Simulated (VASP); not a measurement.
The input files of a VASP run:

File KPOINTS:
```
Automatic mesh
0
Gamma
6 6 6
0 0 0
```

POSCAR:
```
CaB6
1.0
  3.8280319019   0.0000000000   0.0000000000
  0.0000000000   3.8280319019   0.0000000000
  0.0000000000   0.0000000000   3.8280319019
Ca B
1 6
Direct
  0.0000000000   0.0000000000   0.0000000000
  0.8016168290   0.5000000000   0.5000000000
  0.5000000000   0.1983831710   0.5000000000
  0.5000000000   0.8016168290   0.5000000000
  0.1983831710   0.5000000000   0.5000000000
  0.5000000000   0.5000000000   0.8016168290
  0.5000000000   0.5000000000   0.1983831710
```

### INCAR
```
PREC  =  Accurate
SYSTEM  =  CaB6
EDIFFG  =  -0.02   ! ionic stop
ISMEAR  =  0
EDIFF  =  1E-6   ! SCF stop (eV)
ENCUT  =  620   ! plane-wave cut-off (eV)
ISIF  =  3
LCHARG  =  .FALSE.
NELM  =  100   ! most electronic steps
LWAVE  =  .FALSE.
LREAL  =  .FALSE.   ! projection in real space or not
PSTRESS  =  450
SIGMA  =  0.05   ! width (eV)
ALGO  =  Normal   ! blocked Davidson
IBRION  =  2
LASPH  =  .TRUE.
NSW  =  40
```

POTCAR, in this order: Ca_sv B (LDA.64 set). Program: vasp_std.

Q: Translate this LDA calculation to Ansatz.

A: One equivalent input (not run):
Ansatz 0.2 input:
```yaml
crystal:
  lattice:
    - [3.8280319, 0.0000000, 0.0000000]
    - [0.0000000, 3.8280319, 0.0000000]
    - [0.0000000, 0.0000000, 3.8280319]
  atoms:
    - { symbol: Ca, position: [0.0000000, 0.0000000, 0.0000000] }
    - { symbol: B, position: [0.8016168, 0.5000000, 0.5000000] }
    - { symbol: B, position: [0.5000000, 0.1983832, 0.5000000] }
    - { symbol: B, position: [0.5000000, 0.8016168, 0.5000000] }
    - { symbol: B, position: [0.1983832, 0.5000000, 0.5000000] }
    - { symbol: B, position: [0.5000000, 0.5000000, 0.8016168] }
    - { symbol: B, position: [0.5000000, 0.5000000, 0.1983832] }
kpoints:
  mp_grid: { grid: [6, 6, 6] }
hamiltonian:
  xc: lda
  pseudopotentials: { kind: paw }
scf:
  occupations: { method: gaussian, width: 0.05 }
  max_iter: 100
relax:
  max_steps: 40
  f_tol: 0.02
  cell: { p_target: 45 }
output: { forces: true, stress: true, eigenvalues: true }
```
The two are equivalent in intent, not identical: each code has its own PAW files, so the cut-off isn't converted (ENCUT is set for VASP's; basis.ecutwfc is left out, and Ansatz then takes the one that its files recommend); Ansatz stops its SCF on the density residual and VASP on the energy change (EDIFF); Ansatz's lda is the Perdew-Wang form, while the LDA potentials of VASP carry Perdew-Zunger's.

The compound is CaB6 in the cab6 structure. It was relaxed first under an external pressure of 45 GPa.
